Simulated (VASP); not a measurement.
## SnO2: energy against strain

SnO2 (rutile, P4_2/mnm, 11.912 Å³/atom and stress up to 0.17 GPa in the relaxed cell, c along z) under a strain ε along c (axis z), the other axes held. LDA in VASP (plane waves, PAW), 600 eV, 8×8×10 Γ-centred mesh, Gaussian smearing 0.05 eV; ions are relaxed, or left where forces stay under 0.02 eV/Å, within the symmetry of each cell.

Here s stands for strain and y for E less E0.

| strain (%) | E less E0 (meV/atom) |
|---|---|
| -1.50 | 4.05 |
| -1.00 | 1.85 |
| -0.50 | 0.51 |
| 0.00 | 0.00 |
| 0.50 | 0.29 |
| 1.00 | 1.33 |
| 1.50 | 3.14 |
| 3.00 | ? |

Taking a parabola for y over the 7 complete rows: Least squares gives y = -0.002 - 0.2850·s + 1.5976·s². Residuals (row less fit): 0.030, -0.031, -0.030, 0.002, 0.035, 0.019, -0.025; standard error 0.035 (degrees of freedom: 4). Twice the quadratic coefficient over the volume, 2 × 1.5976 meV × 10⁴ × 0.1602 / 11.912 Å³, is the elastic constant C33 = 430 ± 4 GPa (± standard error of the fit, which holds the terms cut off).

Problem. Predict the withheld y at s = 3.00 from the fit, and compare with the calculation.

Solution. y = -0.002 - 0.2850 × 3.0 + 1.5976 × 3.0² = 13.521 meV/atom. The calculation gives 12.77 meV/atom, 0.751 meV/atom below the prediction (5.9 % of the range of y in the table). The row lies outside the fitted rows, so this is an extrapolation. From the scatter of the fitted rows alone, a prediction at this place has a standard error of 0.135 meV/atom, so the miss is 5.6 times that.

A polynomial of degree 3 through the 12 other runs of the series gives 12.77 there, so most of the miss is curvature that the fit leaves out. Rows are the converged runs of the series near zero and its far end; series whose fitted rows scatter by over a few per cent of the range, as at a crossing or softening among them, aren't shown in this form, nor equations of state whose B0' disagrees with the runs' pressures. Most that stay on the fit to the last digits aren't either.
